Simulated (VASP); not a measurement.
VASP runs on SbPd (a trial cell in the rocksalt structure, space group Fm-3m) share one base input (PBE GGA, plane waves, VASP's PBE PAW potentials (set 64)) and change the settings named in each case.

**POSCAR**
```
SbPd
1.0
  0.0000000000   2.9347590000   2.9347590000
  2.9347590000   0.0000000000   2.9347590000
  2.9347590000   2.9347590000   0.0000000000
Sb Pd
1 1
Cartesian
  0.0000000000   0.0000000000   0.0000000000
  2.9347590000   2.9347590000   2.9347590000
```

**INCAR**
```
LCHARG = .FALSE.
ISIF = 2   ! forces and stress, cell fixed
NELM = 100
LREAL = .FALSE.   ! projection in real space or not
ISMEAR = 1
ALGO = Normal   ! blocked Davidson
PREC = Accurate
ENCUT = 400
GGA = PE   ! PBE
LMAXMIX = 4
LASPH = .TRUE.
LWAVE = .FALSE.
EDIFF = 1E-6
SYSTEM = SbPd
SIGMA = 0.1   ! width (eV)
```

**KPOINTS**
```
kpoints
0
Gamma
 10 10 10
0 0 0
```

POTCAR, in this order: Sb Pd (PBE.64 set). Program: vasp_std.

| change | E(σ→0) (eV/atom) | pressure (GPa) | −TS (eV) | electronic steps |
|---|---|---|---|---|
| base run | -4.7582 | -10.96 | -0.0009 | 12 |
| NBANDS = 8 | … | … | … | 12 |
| NBANDS = 9 | -4.7582 | -10.96 | -0.0009 | 12 |
| NBANDS = 15 | -4.7582 | -10.96 | -0.0009 | 12 |
| NBANDS = 22 | -4.7582 | -10.96 | -0.0009 | 12 |

Q: Some entries are withheld; supply them.

A: 
- NBANDS = 8, E(σ→0) (eV/atom): -4.6881
- NBANDS = 8, pressure (GPa): -9.95
- NBANDS = 8, −TS (eV): 0.0008

Unless said otherwise, spin-orbit coupling is left out, though it shifts the bands of the heavy elements here.

Left out are runs that ran out of time, are held back, or changed the cell or the kind of run, fixed moments of cells without a moment, rows past the twelfth, gaps on odd meshes, pressures of charged cells and columns that move by less than the noise.

The structure was generated: SbPd was put into the rocksalt type (Fm-3m), which need not be its known phase. The cell was not relaxed at this level. The electron count is odd and the run is not spin-polarised, which forces a metal.
